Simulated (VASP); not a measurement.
VASP runs on PdC (a trial cell in the CsCl structure, space group Pm-3m) share one base input (PBE GGA, plane waves, VASP's PBE PAW potentials (set 64)) and change the settings named in each case.

**POSCAR**
```
PdC
2.723020
  1.0000000000   0.0000000000   0.0000000000
  0.0000000000   1.0000000000   0.0000000000
  0.0000000000   0.0000000000   1.0000000000
Pd C
1 1
direct
  0.0000000000   0.0000000000   0.0000000000
  0.5000000000   0.5000000000   0.5000000000
```

INCAR:
```
! general
SYSTEM  = PdC
PREC    = Accurate
ENCUT   = 520
LREAL   = .FALSE.
LASPH   = .TRUE.

! electronic loop
EDIFF   = 1E-6
NELM    = 100
ALGO    = Normal
LMAXMIX = 4

! smearing
ISMEAR  = 0
SIGMA   = 0.05

! functional
GGA     = PE

! ions
ISIF    = 2

! output
LWAVE   = .FALSE.
LCHARG  = .FALSE.
```

KPOINTS:
```
Automatic mesh
0
Gamma
9 9 9
0 0 0
```

POTCAR, in this order: Pd C (PBE.64 set). Program: vasp_std.

```csv
change,E(σ→0) (eV/atom),pressure (GPa),−TS (eV)
base run,-5.3852,12.35,-0.0018
IVDW = 13,-5.7904,…,-0.0018
GGA = RE,-4.9497,15.90,-0.0021
GGA = 91,-5.3915,13.96,-0.0019
IVDW = 12,-5.8172,5.36,-0.0018
IVDW = 11,-5.7475,6.12,-0.0018
GGA = PS,-6.0674,…,…
```

Q: What belongs in the gaps?

A: 
- GGA = PS, pressure (GPa): 2.41
- GGA = PS, −TS (eV): -0.0014
- IVDW = 13, pressure (GPa): 6.07

Energies of different potentials or functionals have different zeros.

Left out are runs that ran out of time, are held back, or changed the cell or the kind of run, fixed moments of cells without a moment, rows past the twelfth, gaps on odd meshes, pressures of charged cells and columns that move by less than the noise.

The structure was generated: PdC was put into the CsCl type (Pm-3m), which need not be its known phase. The cell was not relaxed at this level.
